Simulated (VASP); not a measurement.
Input:

```yaml
crystal:
  lattice:
    - [1.54000, -2.66736, 0.00000]
    - [1.54000, 2.66736, 0.00000]
    - [0.00000, 0.00000, 5.05000]
  atoms:
    - { symbol: Si, position: [0.66667, 0.33333, 0.50000] }
    - { symbol: Si, position: [0.33333, 0.66667, 0.00000] }
    - { symbol: C, position: [0.66667, 0.33333, 0.87500] }
    - { symbol: C, position: [0.33333, 0.66667, 0.37500] }
```

Calculation: LDA (Ceperley-Alder, Perdew-Zunger), VASP's LDA PAW potentials (set 64) (plane waves; VASP 6.6.1). Settings: 400 eV cut-off, 6×6×4 Γ-centred mesh, Fermi-Dirac smearing of 0.020 eV, potentials Si C.

At this cut-off the stress carries a Pulay error, which pulls relaxed volumes low.

**Question.** Estimate the energy per atom (σ→0), pressure, band gap (on the k-mesh) with the smallest direct gap where there is one.

**Answer.** 
```json
{
  "band gap (on the k-mesh)": "2.12 eV",
  "smallest direct gap (on the k-mesh)": "3.85 eV",
  "energy per atom (σ→0)": "-8.316 eV/atom",
  "pressure": "-5.60 GPa"
}
```

Only differences to runs with the same potentials and settings are physical.

The structure is a typed SiC crystal (P6_3mc). The cell was not relaxed at this level.
